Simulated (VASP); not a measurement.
These are PBEsol GGA, VASP's PBE PAW potentials (set 64) (plane waves; VASP 6.6.1) values and carry that method's errors.

VASP ran on this input.

POSCAR:
```
CuZn
2.9069130
  0.9999999937   0.0000000000   0.0000000000
  0.0000000000   0.9999999937   0.0000000000
  0.0000000000   0.0000000000   0.9999999937
Zn Cu
1 1
direct
  0.5000000000   0.5000000000   0.5000000000
  0.0000000000   0.0000000000   0.0000000000
```

### KPOINTS
```
Automatic mesh
0
G
  14 14 14
0 0 0
```

**INCAR**
```
! general
SYSTEM   =  CuZn
PREC     =  Accurate
ENCUT    =  400
LREAL    =  .FALSE.
LASPH    =  .TRUE.   ! aspherical one-centre terms

! electronic loop
EDIFF    =  1E-7   ! SCF stop (eV)
NELM     =  100
ALGO     =  Normal   ! blocked Davidson
LMAXMIX  =  4

! smearing
ISMEAR   =  -5   ! tetrahedra, Bloechl

! functional
GGA      =  PS

! ions
ISIF     =  2

! output
LWAVE    =  .FALSE.
LCHARG   =  .TRUE.
LORBIT   =  11   ! lm-projected
NEDOS    =  601
```

POTCAR, in this order: Zn Cu (PBE.64 set). Program: vasp_std.

Output of the run:

OSZICAR:
```
       N       E                     dE             d eps       ncg     rms          rms(c)
DAV:   1     0.101147636770E+03    0.10115E+03   -0.99344E+03  3719   0.215E+03
DAV:   2    -0.475388434301E+01   -0.10590E+03   -0.10331E+03  3607   0.308E+02
DAV:   3    -0.742760008636E+01   -0.26737E+01   -0.26668E+01  4469   0.669E+01
DAV:   4    -0.744440541000E+01   -0.16805E-01   -0.16811E-01  4125   0.459E+00
DAV:   5    -0.744464274151E+01   -0.23733E-03   -0.23739E-03  4810   0.585E-01    0.106E+01
DAV:   6    -0.719268859657E+01    0.25195E+00   -0.20674E+01  3963   0.121E+02    0.650E+00
DAV:   7    -0.609929981140E+01    0.10934E+01   -0.45266E+00  3878   0.127E+02    0.241E+00
DAV:   8    -0.610438006951E+01   -0.50803E-02   -0.25637E-01  4698   0.707E+00    0.138E+00
DAV:   9    -0.609331387059E+01    0.11066E-01   -0.20608E-02  4452   0.372E+00    0.760E-02
DAV:  10    -0.609328802878E+01    0.25842E-04   -0.52432E-04  4174   0.284E-01    0.246E-02
DAV:  11    -0.609329208518E+01   -0.40564E-05   -0.74072E-06  5249   0.482E-02    0.108E-02
DAV:  12    -0.609329256574E+01   -0.48056E-06   -0.97973E-07  5039   0.250E-02    0.558E-04
DAV:  13    -0.609329266987E+01   -0.10413E-06   -0.64134E-08  2635   0.633E-03    0.399E-04
DAV:  14    -0.609329248752E+01    0.18235E-06   -0.33649E-08  2360   0.526E-03    0.289E-04
DAV:  15    -0.609329255640E+01   -0.68881E-07   -0.83374E-09  2059   0.247E-03
   1 F= -.60932926E+01 E0= -.60932926E+01  d E =0.000000E+00
```

File OUTCAR:
```
------------------------ aborting loop because EDIFF is reached ----------------------------------------
  FORCE on cell =-STRESS in cart. coord.  units (eV):
  Direction    XX          YY          ZZ          XY          YZ          ZX
  --------------------------------------------------------------------------------------
  Total        0.0085587      0.0085587      0.0085587     -0.0000000     -0.0000000     -0.0000000
  in kB        0.5582450      0.5582450      0.5582450     -0.0000000     -0.0000000     -0.0000000
  external PRESSURE =       0.5582450 kB  Pullay stress =       0.0000000 kB
  volume of cell :       24.56
      direct lattice vectors                 reciprocal lattice vectors
     2.906912982  0.000000000  0.000000000     0.344007546  0.000000000  0.000000000
     0.000000000  2.906912982  0.000000000     0.000000000  0.344007546  0.000000000
     0.000000000  0.000000000  2.906912982     0.000000000  0.000000000  0.344007546
 POSITION                                       TOTAL-FORCE (eV/Angst)
 -----------------------------------------------------------------------------------
      1.45346      1.45346      1.45346         0.000000      0.000000      0.000000
      0.00000      0.00000      0.00000         0.000000      0.000000      0.000000
 -----------------------------------------------------------------------------------
    total drift:                               -0.000000      0.000000     -0.000000
  FREE ENERGIE OF THE ION-ELECTRON SYSTEM (eV)
  ---------------------------------------------------
  free  energy   TOTEN  =        -6.0932925564 eV

  energy  without entropy=       -6.0932925564  energy(sigma->0) =       -6.09329256

 total charge

# of ion       s       p       d       tot
------------------------------------------
    1        0.591   0.559   9.740  10.890
    2        0.441   0.413   9.177  10.031
--------------------------------------------------
tot          1.032   0.972  18.916  20.920
```
(Selected blocks of OUTCAR.)

### OUTCAR
```
 val. band max:        5.7654385571   @ k =   0.4286   0.3571   0.2143

 cond. band min:       5.8772948194   @ k =   0.4286   0.2857   0.2857


 Fermi energy:         5.7401522865

 k-point     1 :       0.0000    0.0000    0.0000
  band No.  band energies     occupation
      1      -4.9338      2.00000
      2      -2.2136      2.00000
      3      -2.2136      2.00000
      4      -1.4470      2.00000
      5      -1.4470      2.00000
      6      -1.4470      2.00000
      7       2.0577      2.00000
      8       2.0577      2.00000
      9       2.9434      2.00000
     10       2.9434      2.00000
     11       2.9434      2.00000
     12      12.0725      0.00000
     13      12.0725      0.00000
     14      12.0725      0.00000
     15      17.2534      0.00000

 k-point     2 :       0.0714    0.0000    0.0000
  band No.  band energies     occupation
      1      -4.8388      2.00000
      2      -2.2013      2.00000
      3      -2.1921      2.00000
      4      -1.4557      2.00000
      5      -1.4557      2.00000
      6      -1.4423      2.00000
      7       2.0509      2.00000
      8       2.0668      2.00000
      9       2.9094      2.00000
     10       2.9094      2.00000
     11       2.9392      2.00000
     12      11.1805      0.00000
     13      12.2194      0.00000
     14      12.2194      0.00000
     15      17.3024      0.00000

 k-point     3 :       0.1429    0.0000    0.0000
  band No.  band energies     occupation
      1      -4.5567      2.00000
      2      -2.1665      2.00000
      3      -2.1297      2.00000
      4      -1.4797      2.00000
      5      -1.4797      2.00000
      6      -1.4289      2.00000
      7       2.0314      2.00000
      8       2.0869      2.00000
      9       2.8175      2.00000
     10       2.8175      2.00000
     11       2.9276      2.00000
     12       9.4330      0.00000
     13      12.6494      0.00000
     14      12.6494      0.00000
     15      17.4510      0.00000
...
```

For a metal the tetrahedron method with Blöchl corrections gives inexact stress and forces.

The compound is CuZn in the CsCl type structure. It was relaxed first. The electron count is odd and the run is not spin-polarised, which forces a metal.
